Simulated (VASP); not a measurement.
Level of theory: PBE GGA, VASP's PBE PAW potentials (set 64) (plane waves; VASP).

Input for VASP

### INCAR
```
ISMEAR = 0
GGA = PE   ! PBE
LASPH = .TRUE.
ENCUT = 210   ! plane-wave cut-off (eV)
EDIFF = 1E-6   ! SCF stop (eV)
LREAL = .FALSE.
LCHARG = .FALSE.
ISIF = 2
ALGO = Normal   ! blocked Davidson
LMAXMIX = 4
PREC = Accurate
LWAVE = .FALSE.
SYSTEM = CsPbBr3
SIGMA = 0.01
NELM = 100   ! most electronic steps
```

File KPOINTS:
```
Automatic mesh
0
Gamma
4 4 4
0 0 0
```

POSCAR:
```
CsPbBr3
1
    5.9486300000     0.0000000000     0.0000000000
    0.0000000000     5.9486300000     0.0000000000
    0.0000000000     0.0000000000     5.9486300000
Cs Pb Br
1 1 3
Direct
  0.0000000000   0.0000000000   0.0000000000
  0.5000000000   0.5000000000   0.5000000000
  0.5000000000   0.5000000000   0.0000000000
  0.0000000000   0.5000000000   0.5000000000
  0.5000000000   0.0000000000   0.5000000000
```

POTCAR, in this order: Cs_sv Pb_d Br (PBE.64 set). Program: vasp_std.

At this cut-off the stress carries a Pulay error, which pulls relaxed volumes low. Unless said otherwise, spin-orbit coupling is left out, though it shifts the bands of the heavy elements here.

### Question
Predict the energy per atom (σ→0), pressure, band gap (on the k-mesh).

### Answer

```yaml
energy per atom (σ→0): -305.2 kJ/mol of atoms
band gap (on the k-mesh): 1.69 eV
pressure: -1.85 GPa
```

OSZICAR:
```
...
DAV:   7    -0.158068912322E+02    0.50392E-01   -0.54619E-01   738   0.379E+00    0.118E+00
DAV:   8    -0.158162778772E+02   -0.93866E-02   -0.64423E-02   590   0.186E+00    0.187E-01
DAV:   9    -0.158159188260E+02    0.35905E-03   -0.11172E-02   654   0.721E-01    0.113E-01
DAV:  10    -0.158162345448E+02   -0.31572E-03   -0.10382E-03   576   0.176E-01    0.414E-02
DAV:  11    -0.158163214952E+02   -0.86950E-04   -0.18690E-04   564   0.907E-02    0.920E-03
DAV:  12    -0.158163221111E+02   -0.61587E-06   -0.28536E-05   716   0.459E-02    0.669E-03
DAV:  13    -0.158163216871E+02    0.42394E-06   -0.30980E-06   570   0.126E-02
   1 F= -.15816322E+02 E0= -.15816322E+02  d E =-.739986E-13
```

The structure comes from a computed database's CsPbBr3 entry; how it stands against other phases isn't given here. The cell was not relaxed at this level. The run is one of a series of settings (ENCUT = 210 against the base run), some of them coarse on purpose.
